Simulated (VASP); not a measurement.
Here is the system:

```yaml
crystal:
  lattice:
    - [4.07865, 0.00000, 0.00000]
    - [-2.03933, 3.53221, 0.00000]
    - [0.00000, 0.00000, 5.51855]
  atoms:
    - { symbol: Al, position: [0.33333, 0.66667, 0.25000] }
    - { symbol: Al, position: [0.66667, 0.33333, 0.75000] }
    - { symbol: P, position: [0.66667, 0.33333, 0.25000] }
    - { symbol: P, position: [0.33333, 0.66667, 0.75000] }
```

Calculation: PBE GGA, VASP's PBE PAW potentials (set 64) (plane waves; VASP). Run with 400 eV cut-off, 12×12×8 Γ-centred mesh, tetrahedra with Blöchl corrections, potentials Al P.

Without a dispersion term in the relaxation, distances and binding between the weakly bound layers, chains or molecules are unreliable, and so is what depends on them.

**Question.** Estimate the energy per atom (σ→0), band gap (on the k-mesh) with the smallest direct gap where there is one.

**Answer.** 
```yaml
band gap (on the k-mesh): none (metal, semimetal or under 0.01 eV)
energy per atom (σ→0): -4.908 eV/atom
```

The absolute energy has meaning only against runs of the same code, potentials and settings.

The structure was generated: AlP was put into the layered h-BN type type (P6_3/mmc), which need not be its known phase. It was relaxed first, which changed the volume by -36 %.
